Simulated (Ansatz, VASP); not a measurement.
## CsPbBr3: VASP beside Ansatz

Aim: how closely do two programs agree when they are given the same cell, functional and k mesh? The cell is taken from a series of runs on this material, whose earlier steps may have relaxed, scaled, displaced or heated it; both programs get it as it stands.

Method: plane waves, with VASP 6.6.1 beside it; relaxation of cell and atoms at PBEsol, in Ansatz 0.2.0.

**1. Starting point**

Symmetry: Pm-3m, No. 221, cubic system. Conventional cell: a = 5.870 Å, b = 5.870 Å, c = 5.870 Å, α = 90.00°, β = 90.00°, γ = 90.00°. Cs has 12 Br at 4.15 Å nearest. Pb has 6 Br at 2.94 Å nearest. Nearest to Br lie 2 Pb at 2.94 Å and 4 Cs at 4.15 Å. Farther neighbours and most contacts between anions are not listed.

**2. Ansatz: relaxation of cell and atoms, PBEsol**

Ansatz runs on its PAW soft_1 files.

The relaxed volume is the usual yardstick between codes: in a stiff, nearly cubic crystal its relative difference is about their pressure difference at one cell divided by the bulk modulus.

Contents of input.yaml:

```yaml
crystal:
  lattice:
    - [5.87, 0.0, 0.0]
    - [0.0, 5.87, 0.0]
    - [0.0, 0.0, 5.87]
  atoms:
    - { symbol: Cs, position: [0.0, 0.0, 0.0] }
    - { symbol: Pb, position: [0.5, 0.5, 0.5] }
    - { symbol: Br, position: [0.0, 0.5, 0.5] }
    - { symbol: Br, position: [0.5, 0.0, 0.5] }
    - { symbol: Br, position: [0.5, 0.5, 0.0] }
kpoints:
  mp_grid: { grid: [6, 6, 6] }
hamiltonian:
  xc: pbesol
  pseudopotentials: { kind: paw, azcp: { folder: soft_1 }, xc_functional: pbe }
scf:
  occupations: { method: gaussian, width: 0.02 }
output:
  forces: true
  stress: true
  eigenvalues: true
  write_density: true
  write_potential: true
  elf: true
  volumetric_format: npy
relax:
  adjacent_minimum: "off"
  f_tol: 0.005
  max_steps: 80
  cell: { stress_tol: 0.05 }
```

Launch:

```sh
$ ansatz run input.yaml --threads 4 --pin off --max-ram 10240MiB --backend cpu --events-out ev --progress --plain --runs-dir out
```

Numbers of over 12 decimals in the logs are rounded to 6 here.

The log of the run:

```text
Engine: ansatz 0.2.0, aarch64-unknown-linux-gnu
Pseudopotentials: kind: paw
Pseudopotential: Cs, paw, valence charge 9, recommended cutoff 420 eV (normal), soft_1/Cs.paw.azcp
Pseudopotential: Pb, paw, valence charge 14, recommended cutoff 420 eV (normal), soft_1/Pb.paw.azcp
Pseudopotential: Br, paw, valence charge 7, recommended cutoff 420 eV (normal), soft_1/Br.paw.azcp
Functional definition: PBEsol
  exchange = pbesol_x
  correlation = pbesol_c
Crystal: 5 atoms, lattice volume = 202.262 Å³
Basis set: ecut = 420 eV, 3911 PW (Γ), exchange–correlation on 80×80×80 points (8 copies of the dense FFT grid, shifted against one another)
Bands: 27, of which v1, the nominal top of the filled ones, is band 22 counted from 1 (21 counted from 0)
Symmetry: 48 space group operations
Space group: Pm-3m (ITA 221), of the structure as read, at distance tolerance 5.9e-5 Å
k-points: 20 of 216
Non-local potential: Cs, projectors of the file, l = 0: 3, l = 1: 2, l = 2: 2, l = 3: 2
Non-local potential: Pb, projectors of the file, l = 0: 2, l = 1: 2, l = 2: 2, l = 3: 1
Non-local potential: Br, projectors of the file, l = 0: 2, l = 1: 2, l = 2: 2
PAW form: soft (Blöchl's): semilocal exchange-correlation on the pseudo side does not see the compensation charge
PAW frozen core: Cs, regenerated for the run's functional, and the local potential with it (the file was generated under x = pbe(κ = 0.804, μ = 0.219515), c = pbe(β = 0.066725))
PAW frozen core: Pb, regenerated for the run's functional, and the local potential with it (the file was generated under x = pbe(κ = 0.804, μ = 0.219515), c = pbe(β = 0.066725))
PAW frozen core: Br, regenerated for the run's functional, and the local potential with it (the file was generated under x = pbe(κ = 0.804, μ = 0.219515), c = pbe(β = 0.066725))
PAW one-centre angular grid: Cs, 194 points (default); XC on 64 Gauss nodes
PAW one-centre angular grid: Pb, 590 points (default); XC on 64 Gauss nodes
PAW one-centre angular grid: Br, 110 points (default); XC on 64 Gauss nodes
Initial density: superposition of atomic densities (chi_scale 0.1, normalization cell, long waves kept (reshape's long-wave potential 0.00 eV rms))
Initial wavefunctions: pseudopotential atomic-orbital guess
Functional: x = pbesol(κ = 0.804, μ = 0.123457), c = pbesol(β = 0.046)
SCF iter   1: F=—  HF=-25559.903035 eV  |F-HF|=—  |Δ(HF+E_count)|=         —  Δρ=1.95e-2  dr2=2.00e0  ethr=3.10e-3  ⟨swp⟩=7.3  Hψ=2712  notcnv=0
preconditioner: auto → Resta (q_TF=auto, 2.116 Å⁻¹)  ε∞=2.9  [insulator: Δε(μ)=1.309 eV  Ē_g=12.200 eV  σ=0.020 eV  W_gap=1.00  n_scr=26 (ndim 8)  ℏωp=16.9 eV  f_vac=0.010  D(μ)=0.00/eV (n_scr^D=0)  ε∞_Penn≈2.9]
SCF iter   2: F=—  HF=-25559.202494 eV  |F-HF|=—  |Δ(HF+E_count)|=   7.01e-1  Δρ=9.89e-3  dr2=6.79e-1  ethr=3.10e-3  ⟨swp⟩=3.0  Hψ=844  notcnv=0  defer=20
SCF iter   3: F=—  HF=-25558.869614 eV  |F-HF|=—  |Δ(HF+E_count)|=   3.33e-1  Δρ=2.52e-3  dr2=2.02e-2  ethr=1.54e-3  ⟨swp⟩=4.3  Hψ=1484  notcnv=0  defer=20
SCF iter   4: F=—  HF=-25558.866799 eV  |F-HF|=—  |Δ(HF+E_count)|=   2.81e-3  Δρ=8.15e-4  dr2=1.98e-3  ethr=4.60e-5  ⟨swp⟩=3.8  Hψ=1023  notcnv=0  defer=20
SCF iter   5: F=—  HF=-25558.867188 eV  |F-HF|=—  |Δ(HF+E_count)|=   3.89e-4  Δρ=1.69e-4  dr2=5.93e-5  ethr=4.50e-6  ⟨swp⟩=2.5  Hψ=963  notcnv=0  defer=20
SCF iter   6: F=—  HF=-25558.867251 eV  |F-HF|=—  |Δ(HF+E_count)|=   6.27e-5  Δρ=3.46e-5  dr2=2.67e-6  ethr=1.35e-7  ⟨swp⟩=2.3  Hψ=981  notcnv=0  defer=20
SCF iter   7: F=—  HF=-25558.867255 eV  |F-HF|=—  |Δ(HF+E_count)|=   3.93e-6  Δρ=7.78e-6  dr2=1.85e-7  ethr=6.07e-9  ⟨swp⟩=2.0  Hψ=960  notcnv=0  defer=20
SCF iter   8: F=-25558.867255 eV  HF=-25558.867255 eV  |F-HF|=2.78e-8  |Δ(HF+E_count)|=   2.27e-7  Δρ=2.12e-6  dr2=1.34e-8  ethr=2.27e-10  ⟨swp⟩=17.2  Hψ=4769  notcnv=0
SCF 1 converged in 8 iterations: F = -25558.867255 eV  dr2 = 1.34e-8
  greatest PAW one-centre occupation: 0.982 electrons in one spin orbital (limit 2), on the Pb atom at site 1 (counted from 0), in its partial waves of l = 2
relax step   1: F+E_penalty+E_count = -25558.86725489 eV  Δ(F+E_penalty+E_count) = +0.000e0 eV  max|allowed force component| = 4.131e-29 eV/Å  Δτ_max = 0.0000 Å  P = +0.023 GPa  Ω = 202.262 Å³  (8 SCF iters, dr2 threshold 1.00e-7 eV, accepted)
Initial density: handed on by an earlier stage of this run
Initial wavefunctions: pseudopotential atomic-orbital guess (no wavefunctions were taken with the density)
iter 1 solved again at ethr=1.89e-7 eV; its pass at ethr=3.10e-3 eV (dr2=8.32e-5 eV) is discarded
SCF iter   1: F=—  HF=-25558.867284 eV  |F-HF|=—  |Δ(HF+E_count)|=         —  Δρ=2.29e-6  dr2=1.39e-8  ethr=1.89e-7  ⟨swp⟩=3.1  Hψ=4506  notcnv=0
eigensolver tolerance schedule: the retry pair's looser diagonalisation over-reported the residual by 5980.47 of it (diagonalisation noise at 0.57 of the residual, at the tolerance the schedule requests for it); recorded, not acted on — ethr = c·dr2/N_el stays at c = 1.0e-1
preconditioner: auto → Resta (q_TF=auto, 2.116 Å⁻¹)  ε∞=2.8  [insulator: Δε(μ)=1.436 eV  Ē_g=12.721 eV  σ=0.020 eV  W_gap=1.00  n_scr=26 (ndim 8)  ℏωp=16.9 eV  f_vac=0.043  D(μ)=0.00/eV (n_scr^D=0)  ε∞_Penn≈2.8]
SCF iter   2: F=—  HF=-25558.867255 eV  |F-HF|=—  |Δ(HF+E_count)|=   2.95e-5  Δρ=1.25e-6  dr2=5.70e-9  ethr=3.16e-11  ⟨swp⟩=3.0  Hψ=1382  notcnv=0
SCF iter   3: F=—  HF=-25558.867255 eV  |F-HF|=—  |Δ(HF+E_count)|=   1.55e-8  Δρ=5.94e-7  dr2=1.01e-9  ethr=1.30e-11  ⟨swp⟩=2.0  Hψ=791  notcnv=0
SCF iter   4: F=—  HF=-25558.867255 eV  |F-HF|=—  |Δ(HF+E_count)|=   2.10e-9  Δρ=2.07e-7  dr2=9.81e-11  ethr=2.30e-12  ⟨swp⟩=2.0  Hψ=776  notcnv=0
SCF iter   5: F=-25558.867255 eV  HF=-25558.867255 eV  |F-HF|=7.28e-12  |Δ(HF+E_count)|=  2.69e-10  Δρ=3.72e-8  dr2=3.14e-12  ethr=1.00e-12  ⟨swp⟩=6.5  Hψ=2595  notcnv=0
SCF 2 converged in 5 iterations: F = -25558.867255 eV  dr2 = 3.14e-12
relax step   2: F+E_penalty+E_count = -25558.86725490 eV  Δ(F+E_penalty+E_count) = -6.334e-9 eV  max|allowed force component| = 5.025e-29 eV/Å  Δτ_max = 0.0000 Å  P = +0.023 GPa  Ω = 202.262 Å³  stress off target by 2.30e-2 GPa  SCF on the basis re-selected at this cell (its energy is not comparable with the rows above)  (5 SCF iters)
basis re-selected at this cell: Δ(F+E_penalty+E_count) = -6.334e-9 eV, ΔP = -0.000 GPa vs the last step (what re-selecting the basis moved, of the pressure what is left beyond the Pulay correction that the steps carried, after the strain that the cell walked since its last selection, with what the two solves' SCF thresholds leave and, on support functions, any second-order correction that the steps lacked; it is no m [...]
SCF converged after 5 iterations
Free energy (F): -25558.867255 eV
Harris-Foulkes:  -25558.867255 eV  (|F-HF|=7.28e-12)
Internal energy: -25558.867255 eV  (E = F + TS)
E sigma→0 (E₀):  -25558.867255 eV
Fermi energy:    4.479657 eV
--- Per-component energies (eV) ---
  E_band       = -242.462301
  E_kinetic    = 830.696312
  E_local      = -2557.710961  (includes V_loc(G=0)·N_el)
  E_nonlocal   = 486.891875
  E_hartree    = 945.547098
  E_xc         = -967.970729
  E_vxc        = -603.598795  (∫ρ·V_xc dr)
  E_paw        = -22024.058310  (= ΣΔE_a)
  E_vpaw       = -289.834899  (= ΣTr[D̂ρ^β])
  E_aug_tail   = -0.000014  (compensation charges beyond the density's cutoff)
  E_ewald      = -2272.745672
  E_core_change = 0.483147  (= ΣΔE_core)
  E_smearing   = -0.000000  (= −TS)
  E_closure    = 0.000000  (closes the sum)
  Σ components = -25558.867255   (vs F -25558.867255, Δ=0.00e0)
--- Forces (eV/Å), atoms counted from 1 ---
  atom   1  Cs    -0.00000000     0.00000000     0.00000000
  atom   2  Pb     0.00000000     0.00000000     0.00000000
  atom   3  Br     0.00000000    -0.00000000    -0.00000000
  atom   4  Br     0.00000000    -0.00000000    -0.00000000
  atom   5  Br     0.00000000     0.00000000     0.00000000
  max |Σ_I F_I| component: 8.53e-29 eV/Å
--- Stress (GPa, compression-positive) ---
        0.023023       0.000000       0.000000
        0.000000       0.023023       0.000000
        0.000000       0.000000       0.023023
  P = ⅓ Tr σ = 0.0230 GPa (0.230 kbar)
--- Band table (eV; the first three rows and the last of 20) ---
  k-point 0: bands = [... 18 lower, 1.5908, 1.7108, 1.7108, 1.7108, 6.6417, 7.7833, 7.7833, 8.5255, ... 1 higher]
  k-point 1: bands = [... 18 lower, 1.5581, 1.6787, 1.6787, 1.6957, 6.9179, 7.9490, 7.9981, 8.6189, ... 1 higher]
  k-point 2: bands = [... 18 lower, 1.4893, 1.6243, 1.6243, 1.8962, 7.1366, 7.6645, 8.3847, 8.5054, ... 1 higher]
  k-point 19: bands = [... 18 lower, 2.0871, 2.0871, 2.0871, 3.7620, 5.1976, 5.1976, 5.1976, 8.1541, ... 1 higher]
--- Relaxed structure (1 steps of the walk, 1 accepted, 1 SCFs on fresh bases) ---
  F+E_penalty+E_count = -25558.86725490 eV   max|allowed force component| = 5.025e-29 eV/Å   (the final SCF, on the basis selected at the relaxed cell)
  cell:  # Å, volume = 202.2620 Å³
    - [5.87, 0.0, 0.0]
    - [0.0, 5.87, 0.0]
    - [0.0, 0.0, 5.87]
  atoms:
    - { symbol: Cs, position: [0.0, 0.0, 0.0] }
    - { symbol: Pb, position: [0.5, 0.5, 0.5] }
    - { symbol: Br, position: [0.0, 0.5, 0.5] }
    - { symbol: Br, position: [0.5, 0.0, 0.5] }
    - { symbol: Br, position: [0.5, 0.5, 0.0] }
```

Reading the cycles: dr2 is the Hartree energy of the density residual (eV), the measure of convergence; HF is the Harris–Foulkes estimate of the energy, which meets the free energy F at convergence.

**3. VASP: relaxation of cell and atoms, PBEsol**

The same cell, functional, mesh and smearing now go to VASP, with its own data sets.

Lines of VASP's logs that name or quote its potential files are left out, and so is its time.

Contents of INCAR:

```
SYSTEM = CsPbBr3
PREC = Accurate
ENCUT = 500
EDIFF = 1E-07
NELM = 120
ISMEAR = 0
SIGMA = 0.02
LREAL = .FALSE.
ALGO = Normal
GGA = PS
NBANDS = 28
LORBIT = 11
LWAVE = .FALSE.
LCHARG = .FALSE.
ISIF = 3
IBRION = 2
NSW = 80
EDIFFG = -0.005
LASPH = .TRUE.
GGA_COMPAT = .FALSE.
NELMIN = 4
EFERMI = MIDGAP
KPAR = 2
```

Contents of POSCAR:

```
CsPbBr3
1.0
    5.8700000000      0.0000000000      0.0000000000
    0.0000000000      5.8700000000      0.0000000000
    0.0000000000      0.0000000000      5.8700000000
Cs Pb Br
1 1 3
Direct
    0.0000000000      0.0000000000      0.0000000000
    0.5000000000      0.5000000000      0.5000000000
    0.0000000000      0.5000000000      0.5000000000
    0.5000000000      0.0000000000      0.5000000000
    0.5000000000      0.5000000000      0.0000000000
```

Contents of KPOINTS:

```
Automatic mesh
0
Gamma
6 6 6
0 0 0
```

Potentials, in the order of the species: Cs_sv, Pb_d and Br (PBE family, release 64).

Launch:

```sh
$ mpirun -np 2 vasp_std
```

The log of the run:

```text
[banner, memory and clock lines left out]
running    2 mpi-ranks, on    1 nodes
 distrk:  each k-point on    1 cores,    2 groups
 distr:  one band on    1 cores,    1 groups

 POSCAR found type information on POSCAR CsPbBr
 POSCAR found :  3 types and       5 ions
|                                                                             |
|               ----> ADVICE to this user running VASP <----                  |
|                                                                             |
|     You enforced a specific xc type in the INCAR file but a different       |
|     [... a line on the potential file left out ...]
|     I HOPE YOU KNOW WHAT YOU ARE DOING!                                     |
|                                                                             |

 LDA part: xc-table for (Slater+PW92), standard interpolation
 POSCAR, INCAR and KPOINTS ok, starting setup
 FFT: planning ... GRIDC
 FFT: planning ... GRID_SOFT
 FFT: planning ... GRID
 WAVECAR not read
 entering main loop
       N       E                     dE             d eps       ncg     rms          rms(c)
DAV:   1     0.392572821883E+03    0.39257E+03   -0.18310E+04  1120   0.136E+03
DAV:   2     0.289835692980E+02   -0.36359E+03   -0.35227E+03  1316   0.314E+02
DAV:   3    -0.156247139653E+02   -0.44608E+02   -0.44287E+02  1408   0.117E+02
DAV:   4    -0.172657960586E+02   -0.16411E+01   -0.16350E+01  1380   0.292E+01
DAV:   5    -0.173146260362E+02   -0.48830E-01   -0.48788E-01  1460   0.441E+00    0.446E+00
DAV:   6    -0.168421053173E+02    0.47252E+00   -0.84554E-01  1668   0.949E+00    0.257E+00
DAV:   7    -0.168008070996E+02    0.41298E-01   -0.42308E-01  1648   0.384E+00    0.902E-01
DAV:   8    -0.168067639612E+02   -0.59569E-02   -0.52865E-02  1396   0.192E+00    0.183E-01
DAV:   9    -0.168070520556E+02   -0.28809E-03   -0.75808E-03  1656   0.705E-01    0.975E-02
DAV:  10    -0.168072150914E+02   -0.16304E-03   -0.67944E-04  1332   0.157E-01    0.435E-02
DAV:  11    -0.168072971298E+02   -0.82038E-04   -0.21050E-04  1396   0.114E-01    0.122E-02
DAV:  12    -0.168073003004E+02   -0.31706E-05   -0.22768E-05  1640   0.356E-02    0.999E-03
DAV:  13    -0.168073000834E+02    0.21703E-06   -0.29426E-06  1528   0.120E-02    0.319E-03
DAV:  14    -0.168073003227E+02   -0.23930E-06   -0.10860E-06  1616   0.933E-03    0.182E-03
DAV:  15    -0.168073002934E+02    0.29272E-07   -0.11717E-07   892   0.297E-03
   1 F= -.16807300E+02 E0= -.16807300E+02  d E =-.168073E+02
 curvature:   0.00 expect dE= 0.000E+00 dE for cont linesearch  0.000E+00
 trial: gam= 0.00000 g(F)=  0.000E+00 g(S)=  0.208E-04 ort = 0.000E+00 (trialstep = 0.100E+01)
 search vector abs. value=  0.208E-04
 bond charge predicted
       N       E                     dE             d eps       ncg     rms          rms(c)
DAV:   1    -0.168075157344E+02   -0.21541E-03   -0.54018E-03  1548   0.735E-01    0.719E-02
DAV:   2    -0.168073473426E+02    0.16839E-03   -0.33072E-04  1504   0.181E-01    0.270E-02
DAV:   3    -0.168073156264E+02    0.31716E-04   -0.12995E-04  1492   0.105E-01    0.968E-03
DAV:   4    -0.168073146994E+02    0.92699E-06   -0.23332E-06  1388   0.967E-03    0.754E-03
DAV:   5    -0.168073134108E+02    0.12886E-05   -0.91320E-07  1360   0.821E-03    0.119E-03
DAV:   6    -0.168073132741E+02    0.13671E-06   -0.83186E-08   788   0.301E-03    0.267E-04
DAV:   7    -0.168073132717E+02    0.24352E-08   -0.16687E-08   724   0.140E-03
   2 F= -.16807313E+02 E0= -.16807313E+02  d E =-.129783E-04
 trial-energy change:   -0.000013  1 .order   -0.000013   -0.000021   -0.000004
 step:   1.2646(harm=  1.2646)  dis= 0.00000  next Energy=   -16.807313 (dE=-0.132E-04)
 reached required accuracy - stopping structural energy minimisation
```

[end of part 1 of 2]

[Lines on the potential files, build, host, timing and source positions are cut from VASP's logs without a mark.]

[Logs are printed without paths, hosts, clocks, repeated set-up lines and the standing remarks that a program may print on its own settings, such as how far it seeks lower states.]

[Hosts, paths, dates, database ids (printed as entryN), source tags and the programs' standing remarks are cut or masked in the printed files.]
